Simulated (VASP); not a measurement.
# GW on BN (Qingsongite), part 4 of 4

Wanted: how far GW moves the Kohn-Sham levels of BN (Qingsongite). The cell is of the zinc-blende type, one of the forms listed for this formula. The start is a cell from a database of measured crystal structures.

VASP 6.6.1, plane waves and PAW; the level of theory is named at each step.

So far, quasiparticle gap on the mesh (eV): step 4 (G0W0, ENCUTGW 80, bands in the sums 32) 5.55; step 6 (G0W0, ENCUTGW 100, bands in the sums 32) 5.68; step 8 (G0W0, ENCUTGW 120, bands in the sums 40) 5.78; step 10 (G0W0, ENCUTGW 145, bands in the sums 48) 5.87; step 12 (G0W0, ENCUTGW 170, bands in the sums 64) 5.94.

### Step 14. G0W0, ENCUTGW 200, bands in the sums 80

This step: G0W0 on PBE; plane waves and PAW (N_GW, B_GW) (VASP 6.6.1).

ENCUTGW rises to 200 eV and the bands with it, to about the number of plane waves under that cutoff.

File INCAR:

```
SYSTEM = BN
PREC = Accurate
ENCUT = 450
ISMEAR = 0
SIGMA = 0.01
LREAL = .FALSE.
GGA = PE
NBANDS = 80
ALGO = EVGW0
NELMGW = 1
ENCUTGW = 200
NOMEGA = 64
PRECFOCK = Fast
NBANDSGW = 16
LWAVE = .FALSE.
LCHARG = .FALSE.
```

File POSCAR:

```
BN
1.0
    0.0000000000      1.8075000000      1.8075000000
    1.8075000000      0.0000000000      1.8075000000
    1.8075000000      1.8075000000      0.0000000000
N B
1 1
Direct
    0.7500000000      0.7500000000      0.7500000000
    0.0000000000      0.0000000000      0.0000000000
```

File KPOINTS:

```
Automatic mesh
0
Gamma
4 4 4
0 0 0
```

PAW data sets: N_GW and B_GW (PBE family, release 64).

The run is started by

```
> mpirun -np 8 vasp_std
```

The program printed:

```text
[banner, memory and clock lines left out]
running    8 mpi-ranks, on    1 nodes
[...]
[... a notice as in an earlier step ...]

|                                                                             |
|           W    W    AA    RRRRR   N    N  II  N    N   GGGG   !!!           |
|           W    W   A  A   R    R  NN   N  II  NN   N  G    G  !!!           |
|           W    W  A    A  R    R  N N  N  II  N N  N  G       !!!           |
|           W WW W  AAAAAA  RRRRR   N  N N  II  N  N N  G  GGG   !            |
|           WW  WW  A    A  R   R   N   NN  II  N   NN  G    G                |
|           W    W  A    A  R    R  N    N  II  N    N   GGGG   !!!           |
|                                                                             |
|     The default for ENCUTGWSOFT is different in this version of VASP.       |
|     please manually set ENCUTGWSOFT =200 in the INCAR file.                 |
|                                                                             |

[...]
total number of BLAS operations         12.86 Gflops
NQ=   4    0.2500    0.2500    0.0000,
|.........|.........|.........|.........|.........|.........|.........|.........
 performed        431000 updates of chi_q(r,r)
 total number of BLAS operations         18.92 Gflops
NQ=   5    0.5000    0.2500    0.0000,
|.........|.........|.........|.........|.........|.........|.........|.........
 performed        618000 updates of chi_q(r,r)
 total number of BLAS operations         27.80 Gflops
NQ=   6   -0.2500    0.2500    0.0000,
|.........|.........|.........|.........|.........|.........|.........|.........
 performed        784000 updates of chi_q(r,r)
 total number of BLAS operations         35.32 Gflops
NQ=   7    0.5000    0.5000    0.0000,
|.........|.........|.........|.........|.........|.........|.........|.........
 performed        879000 updates of chi_q(r,r)
 total number of BLAS operations         40.19 Gflops
NQ=   8   -0.2500    0.5000    0.2500,
|.........|.........|.........|.........|.........|.........|.........|.........
 performed       1004000 updates of chi_q(r,r)
 total number of BLAS operations         47.30 Gflops
 resolving degeneracies of screened two electron integrals

 calculate QP shifts <psi_nk| G(iteration)W_0 |psi_nk>: iteration 1
 entering main loop
[key lines of the parts left out:]
E-fermi :   9.7158
```

Wall time 3.4 s (8 MPI ranks of Intel Xeon Platinum 8488C (Sapphire Rapids), shared host); peak memory 0.92 GiB; 21 s of CPU time.

OUTCAR, selected parts (step 14):

```text
 QP shifts <psi_nk| G(iteration)W_0 |psi_nk>: iteration 1
 for sc-GW calculations column KS-energies equals QP-energies in previous step
 and V_xc(KS)=  KS-energies - (<T + V_ion + V_H > + <T+V_H+V_ion>^1  + <V_x>^1)
 k-point   1 :       0.0000    0.0000    0.0000
  band No.  KS-energies  QP-energies   sigma(KS)   V_xc(KS)     V^pw_x(r,r')   Z            occupation Imag(sigma)
      1     -12.7510     -14.8386     -18.1383     -15.4826     -26.4842       0.7861       2.0000       1.4285
      2       7.4978       6.5492     -19.4434     -18.2876     -22.0905       0.8207       2.0000       0.0707
      3       7.4978       6.5492     -19.4434     -18.2876     -22.0905       0.8207       2.0000       0.0707
      4       7.4978       6.5492     -19.4434     -18.2876     -22.0905       0.8207       2.0000       0.0707
      5      16.2903      17.5181     -12.3010     -13.7819      -6.8905       0.8291       0.0000      -0.0914
      6      16.2903      17.5181     -12.3010     -13.7819      -6.8905       0.8291       0.0000      -0.0914
      7      16.2903      17.5181     -12.3010     -13.7819      -6.8905       0.8291       0.0000      -0.0914
      8      17.8319      18.8512     -14.1739     -15.4314      -8.2744       0.8106       0.0000      -0.1117
    ...

[... 1 part as in an earlier step ...]

[... 2 further parts left out ...]
[key lines of the parts left out:]
E-fermi :   9.7158
```

The gap is now 5.994 eV, +57 meV against the GW run before.

### Step 15. Empty bands

This step: PBE; plane waves and PAW (N_GW, B_GW) (VASP 6.6.1).

The empty bands are made again, for the run that follows.

File INCAR:

```
SYSTEM = BN
PREC = Accurate
ENCUT = 450
ISMEAR = 0
SIGMA = 0.01
LREAL = .FALSE.
GGA = PE
NBANDS = 96
ALGO = Exact
NELM = 1
LWAVE = .TRUE.
LCHARG = .FALSE.
LOPTICS = .TRUE.
NEDOS = 1000
CSHIFT = 0.1
```

POSCAR is that of step 14.

KPOINTS is that of step 14.

The run is started by

```
> mpirun -np 8 vasp_std
```

The program printed:

```text
[banner, memory and clock lines left out]
running    8 mpi-ranks, on    1 nodes
[...]
[... a notice as in an earlier step ...]

 LDA part: xc-table for (Slater+PW92), standard interpolation
 found WAVECAR, reading the header
  number of bands has changed, file:    10 present:    96
  trying to continue reading WAVECAR, but it might fail
 POSCAR, INCAR and KPOINTS ok, starting setup
[...]
reading WAVECAR
 random initialization beyond band           10
 the WAVECAR file was read successfully
 initial charge from wavefunction
 entering main loop
       N       E                     dE             d eps       ncg     rms          rms(c)
[... 1 cycle as in an earlier step ...]
   1 F= -.17372505E+02 E0= -.17372505E+02  d E =-.211435E-42
 writing wavefunctions
 optical routines
 imaginary and real dielectric function
 recalculating local potential from charge density
 direction            1
 direction            2
 direction            3
```

Elapsed: 1.2 s, on 8 MPI ranks; peak memory 0.81 GiB; 4.7 s of CPU time.

Parts of OUTCAR (step 15):

```text
 POSITION                                       TOTAL-FORCE (eV/Angst)
 -----------------------------------------------------------------------------------
      2.71125      2.71125      2.71125         0.000000     -0.000000     -0.000000
      0.00000      0.00000      0.00000        -0.000000      0.000000      0.000000
 -----------------------------------------------------------------------------------
    total drift:                               -0.000001     -0.000001     -0.000001

[... 4 parts as in an earlier step ...]

[... 2 further parts left out ...]
[key lines of the parts left out:]
E-fermi :   7.5927
```

WAVECAR now holds 96 bands for 8 electrons.

### Step 16. G0W0, ENCUTGW 230, bands in the sums 96

This step: G0W0 on PBE; plane waves and PAW (N_GW, B_GW) (VASP 6.6.1).

ENCUTGW rises to 230 eV and the bands with it, to about the number of plane waves under that cutoff.

File INCAR:

```
SYSTEM = BN
PREC = Accurate
ENCUT = 450
ISMEAR = 0
SIGMA = 0.01
LREAL = .FALSE.
GGA = PE
NBANDS = 96
ALGO = EVGW0
NELMGW = 1
ENCUTGW = 230
NOMEGA = 64
PRECFOCK = Fast
NBANDSGW = 16
LWAVE = .FALSE.
LCHARG = .FALSE.
```

POSCAR is that of step 15.

KPOINTS is that of step 15.

The run is started by

```
> mpirun -np 8 vasp_std
```

The program printed:

```text
[banner, memory and clock lines left out]
running    8 mpi-ranks, on    1 nodes
[...]
[... a notice as in an earlier step ...]

|                                                                             |
|           W    W    AA    RRRRR   N    N  II  N    N   GGGG   !!!           |
|           W    W   A  A   R    R  NN   N  II  NN   N  G    G  !!!           |
|           W    W  A    A  R    R  N N  N  II  N N  N  G       !!!           |
|           W WW W  AAAAAA  RRRRR   N  N N  II  N  N N  G  GGG   !            |
|           WW  WW  A    A  R   R   N   NN  II  N   NN  G    G                |
|           W    W  A    A  R    R  N    N  II  N    N   GGGG   !!!           |
|                                                                             |
|     The default for ENCUTGWSOFT is different in this version of VASP.       |
|     please manually set ENCUTGWSOFT =230 in the INCAR file.                 |
|                                                                             |

[...]
total number of BLAS operations         24.55 Gflops
NQ=   4    0.2500    0.2500    0.0000,
|.........|.........|.........|.........|.........|.........|.........|.........
 performed        518000 updates of chi_q(r,r)
 total number of BLAS operations         33.46 Gflops
NQ=   5    0.5000    0.2500    0.0000,
|.........|.........|.........|.........|.........|.........|.........|.........
 performed        743000 updates of chi_q(r,r)
 total number of BLAS operations         49.38 Gflops
NQ=   6   -0.2500    0.2500    0.0000,
|.........|.........|.........|.........|.........|.........|.........|.........
 performed        943000 updates of chi_q(r,r)
 total number of BLAS operations         63.27 Gflops
NQ=   7    0.5000    0.5000    0.0000,
|.........|.........|.........|.........|.........|.........|.........|.........
 performed       1057000 updates of chi_q(r,r)
 total number of BLAS operations         71.03 Gflops
NQ=   8   -0.2500    0.5000    0.2500,
|.........|.........|.........|.........|.........|.........|.........|.........
 performed       1208000 updates of chi_q(r,r)
 total number of BLAS operations         83.16 Gflops
 resolving degeneracies of screened two electron integrals

 calculate QP shifts <psi_nk| G(iteration)W_0 |psi_nk>: iteration 1
 entering main loop
[key lines of the parts left out:]
E-fermi :   9.7158
```

Wall time 4.2 s (8 MPI ranks); peak memory 0.96 GiB; 26 s of CPU time.

OUTCAR, selected parts (step 16):

```text
 QP shifts <psi_nk| G(iteration)W_0 |psi_nk>: iteration 1
 for sc-GW calculations column KS-energies equals QP-energies in previous step
 and V_xc(KS)=  KS-energies - (<T + V_ion + V_H > + <T+V_H+V_ion>^1  + <V_x>^1)
 k-point   1 :       0.0000    0.0000    0.0000
  band No.  KS-energies  QP-energies   sigma(KS)   V_xc(KS)     V^pw_x(r,r')   Z            occupation Imag(sigma)
      1     -12.7510     -14.8911     -18.2053     -15.4826     -26.4842       0.7860       2.0000       1.4282
      2       7.4978       6.4770     -19.5319     -18.2876     -22.0905       0.8204       2.0000       0.0695
      3       7.4978       6.4770     -19.5319     -18.2876     -22.0905       0.8204       2.0000       0.0695
      4       7.4978       6.4770     -19.5319     -18.2876     -22.0905       0.8204       2.0000       0.0695
      5      16.2903      17.4863     -12.3397     -13.7819      -6.8905       0.8293       0.0000      -0.0904
      6      16.2903      17.4863     -12.3397     -13.7819      -6.8905       0.8293       0.0000      -0.0904
      7      16.2903      17.4863     -12.3397     -13.7819      -6.8905       0.8293       0.0000      -0.0904
      8      17.8319      18.7895     -14.2485     -15.4314      -8.2744       0.8095       0.0000      -0.1116
    ...

[... 1 part as in an earlier step ...]

[... 2 further parts left out ...]
[key lines of the parts left out:]
E-fermi :   9.7158
```

The gap is now 6.036 eV, +42 meV against the GW run before.

### Step 17. Empty bands

This step: PBE; plane waves and PAW (N_GW, B_GW) (VASP 6.6.1).

The empty bands are made again, for the run that follows.

File INCAR:

```
SYSTEM = BN
PREC = Accurate
ENCUT = 450
ISMEAR = 0
SIGMA = 0.01
LREAL = .FALSE.
GGA = PE
NBANDS = 120
ALGO = Exact
NELM = 1
LWAVE = .TRUE.
LCHARG = .FALSE.
LOPTICS = .TRUE.
NEDOS = 1000
CSHIFT = 0.1
```

POSCAR is that of step 16.

KPOINTS is that of step 16.

The run is started by

```
> mpirun -np 8 vasp_std
```

The program printed:

```text
[banner, memory and clock lines left out]
running    8 mpi-ranks, on    1 nodes
[...]
[... a notice as in an earlier step ...]

 LDA part: xc-table for (Slater+PW92), standard interpolation
 found WAVECAR, reading the header
  number of bands has changed, file:    10 present:   120
  trying to continue reading WAVECAR, but it might fail
 POSCAR, INCAR and KPOINTS ok, starting setup
[...]
reading WAVECAR
 random initialization beyond band           10
 the WAVECAR file was read successfully
 initial charge from wavefunction
 entering main loop
       N       E                     dE             d eps       ncg     rms          rms(c)
[... 1 cycle as in an earlier step ...]
   1 F= -.17372505E+02 E0= -.17372505E+02  d E =-.109689E-80
 writing wavefunctions
 optical routines
 imaginary and real dielectric function
 recalculating local potential from charge density
 direction            1
 direction            2
 direction            3
```

Elapsed: 1.4 s, on 8 MPI ranks; peak memory 0.78 GiB; 5.2 s of CPU time.

From OUTCAR (step 17):

```text
[... 5 parts as in an earlier step ...]

[... 2 further parts left out ...]
[key lines of the parts left out:]
E-fermi :   7.6313
```

WAVECAR now holds 120 bands for 8 electrons.

### Step 18. G0W0, ENCUTGW 260, bands in the sums 120

This step: G0W0 on PBE; plane waves and PAW (N_GW, B_GW) (VASP 6.6.1).

ENCUTGW rises to 260 eV and the bands with it, to about the number of plane waves under that cutoff.

File INCAR:

```
SYSTEM = BN
PREC = Accurate
ENCUT = 450
ISMEAR = 0
SIGMA = 0.01
LREAL = .FALSE.
GGA = PE
NBANDS = 120
ALGO = EVGW0
NELMGW = 1
ENCUTGW = 260
NOMEGA = 64
PRECFOCK = Fast
NBANDSGW = 16
LWAVE = .FALSE.
LCHARG = .FALSE.
```

POSCAR is that of step 17.

KPOINTS is that of step 17.

The run is started by

```
> mpirun -np 8 vasp_std
```

The program printed:

```text
[banner, memory and clock lines left out]
running    8 mpi-ranks, on    1 nodes
[...]
[... a notice as in an earlier step ...]

|                                                                             |
|           W    W    AA    RRRRR   N    N  II  N    N   GGGG   !!!           |
|           W    W   A  A   R    R  NN   N  II  NN   N  G    G  !!!           |
|           W    W  A    A  R    R  N N  N  II  N N  N  G       !!!           |
|           W WW W  AAAAAA  RRRRR   N  N N  II  N  N N  G  GGG   !            |
|           WW  WW  A    A  R   R   N   NN  II  N   NN  G    G                |
|           W    W  A    A  R    R  N    N  II  N    N   GGGG   !!!           |
|                                                                             |
|     The default for ENCUTGWSOFT is different in this version of VASP.       |
|     please manually set ENCUTGWSOFT =260 in the INCAR file.                 |
|                                                                             |

[...]
total number of BLAS operations         44.97 Gflops
NQ=   4    0.2500    0.2500    0.0000,
|.........|.........|.........|.........|.........|.........|.........|.........
 performed        650000 updates of chi_q(r,r)
 total number of BLAS operations         69.67 Gflops
NQ=   5    0.5000    0.2500    0.0000,
|.........|.........|.........|.........|.........|.........|.........|.........
 performed        932000 updates of chi_q(r,r)
 total number of BLAS operations         96.98 Gflops
NQ=   6   -0.2500    0.2500    0.0000,
|.........|.........|.........|.........|.........|.........|.........|.........
 performed       1183000 updates of chi_q(r,r)
 total number of BLAS operations        124.51 Gflops
NQ=   7    0.5000    0.5000    0.0000,
|.........|.........|.........|.........|.........|.........|.........|.........
 performed       1326000 updates of chi_q(r,r)
 total number of BLAS operations        140.00 Gflops
NQ=   8   -0.2500    0.5000    0.2500,
|.........|.........|.........|.........|.........|.........|.........|.........
 performed       1515000 updates of chi_q(r,r)
 total number of BLAS operations        157.72 Gflops
 resolving degeneracies of screened two electron integrals

 calculate QP shifts <psi_nk| G(iteration)W_0 |psi_nk>: iteration 1
 entering main loop
[key lines of the parts left out:]
E-fermi :   9.7158
```

Wall time 5.8 s (8 MPI ranks); peak memory 1 GiB.

From OUTCAR (step 18):

```text
 QP shifts <psi_nk| G(iteration)W_0 |psi_nk>: iteration 1
 for sc-GW calculations column KS-energies equals QP-energies in previous step
 and V_xc(KS)=  KS-energies - (<T + V_ion + V_H > + <T+V_H+V_ion>^1  + <V_x>^1)
 k-point   1 :       0.0000    0.0000    0.0000
  band No.  KS-energies  QP-energies   sigma(KS)   V_xc(KS)     V^pw_x(r,r')   Z            occupation Imag(sigma)
      1     -12.7510     -14.9164     -18.2623     -15.4826     -26.4842       0.7790       2.0000       1.4185
      2       7.4978       6.4103     -19.6157     -18.2876     -22.0905       0.8189       2.0000       0.0695
      3       7.4978       6.4103     -19.6157     -18.2876     -22.0905       0.8189       2.0000       0.0695
      4       7.4978       6.4103     -19.6157     -18.2876     -22.0905       0.8189       2.0000       0.0695
      5      16.2903      17.4530     -12.3789     -13.7819      -6.8905       0.8287       0.0000      -0.0824
      6      16.2903      17.4530     -12.3789     -13.7819      -6.8905       0.8287       0.0000      -0.0824
      7      16.2903      17.4530     -12.3789     -13.7819      -6.8905       0.8287       0.0000      -0.0824
      8      17.8319      18.7267     -14.3264     -15.4314      -8.2744       0.8098       0.0000      -0.0997
    ...

[... 1 part as in an earlier step ...]

[... 2 further parts left out ...]
[key lines of the parts left out:]
E-fermi :   9.7158
```

The gap is now 6.069 eV, +34 meV against the GW run before.

### Step 19. Summary

This step: GW series: G0W0 on PBE; plane waves and PAW (VASP 6.6.1).

Derived from the runs above.

This step gave:

```
gap extrapolated to a complete basis        : 6.225 eV
direct gap extrapolated to a complete basis : 11.19 eV
```

G0W0 on a 4x4x4 mesh; cost is wall time times ranks on a shared host, with the step that makes the empty bands but not the self-consistent start. G0W0 series:

```csv
response cutoff ENCUTGW (eV),bands,quasiparticle gap (eV),direct quasiparticle gap (eV),cost (core minutes)
80,32,5.552,10.69,0.45
100,32,5.678,10.75,0.48
120,40,5.778,10.81,0.48
145,48,5.869,10.87,0.53
170,64,5.937,10.92,0.59
200,80,5.994,10.97,0.61
230,96,6.036,11.01,0.72
260,120,6.069,11.04,0.96
```

### Step 20. Summary of results

```
G0W0 on PBE, 120 bands, ENCUTGW 260 eV, NOMEGA 64, mesh 4×4×4 : 4.436 → 6.069 eV
G0W0 on PBE, 32 bands, ENCUTGW 80 eV, NOMEGA 64, mesh 4×4×4   : 4.436 → 5.552 eV
gap at a complete basis (linear in ENCUTGW^-3/2)              : 6.22 eV
```

**Reading.** G0W0 gives a quasiparticle gap of 6.069 eV on the mesh, 1.63 eV over the PBE gap on the same mesh. On mesh and path the starting valence top lies at Γ and the conduction bottom at (0.5, 0.5, 0), so the starting gap is indirect. Both points lie on the GW mesh. The steps of the series move the gap by +126, +100, +91, +68, +57, +42, +34 meV; the last costs 1.3 times the one before. The last step lies outside a tolerance of 30 meV, picked for this account, and the last two together move the gap by +76 meV. Extrapolated from the last three points to a complete basis, the gap is 6.22 eV, +155 meV from the dearest run. The extrapolation removes the error of the response basis alone, at this mesh, ENCUT and data set. On a mesh this coarse the value is a test of cost more than a converged gap. Not tabulated here, as repeats of values shown or as unfit to read for their mesh, reference level or band range: eps2 curves (empty bands); eps1 curves and static values (empty bands); gaps (empty bands).

[Lines on the potential files, build, host, timing and source positions are cut from VASP's logs without a mark.]

[Logs are printed without paths, hosts, clocks, repeated set-up lines and the standing remarks that a program may print on its own settings, such as how far it seeks lower states.]

[Hosts, paths, dates, database ids (printed as entryN), source tags and the programs' standing remarks are cut or masked in the printed files.]

[Pressures printed for these runs are not shown converged in the cutoff: they can be off by several GPa and have the wrong sign.]
